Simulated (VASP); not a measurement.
**ZrF2 in VASP: the effect of Hubbard term**

Sheet: ZrF2, a sheet with vacuum.

```
CELL_PARAMETERS angstrom
2.98876 0.00000 0.00000
-1.49438 2.58834 0.00000
0.00000 0.00000 29.71320
ATOMIC_POSITIONS crystal
Zr 0.00000 0.00000 0.26924
F 0.66667 0.33333 0.21936
F 0.33333 0.66667 0.31912
```

The cell was built by a generator and needn't be a form met in nature.

Alike in all runs:

```yaml
Program: VASP 6.6.1
Task: single point
Functional: PBE
Potentials_or_basis: VASP PAW PBE potentials, release 64 (Zr_sv, F)
Cutoff: 520 eV
k_mesh: 10 × 10 × 1
Occupations: fermi-dirac, width 0.05 eV
Spin: no spin polarisation
Dipole_correction: yes
Further_INCAR_settings: ALGO = Normal; EDIFF = 1e-06
```

| Hubbard term | gap on the mesh (eV) | largest force (eV/Å) |
| --- | --- | --- |
| none | none | 0.01 |
| Zr d U = 2 eV | ? | ? |
| Zr d U = 3 eV | 0.06 | 0.36 |
| Zr d U = 4 eV | 0.08 | 0.48 |
| Zr d U = 5 eV | 0.10 | 0.60 |
| Zr d U = 6 eV | 0.13 | 0.72 |
| Zr d U = 8 eV | 0.18 | 0.97 |

**Question.** What does the run with Hubbard term Zr d U = 2 eV give?

**Answer.** gap on the mesh 0.03 eV; largest force 0.25 eV/Å.

Worked out: A straight line through the other rows of the largest force, of slope 0.12 eV/Å per eV, gives 0.24 eV/Å, against the run's 0.25.

A k mesh can miss the band edges.

A gap of «none» marks a metal or a gap under the smearing width.
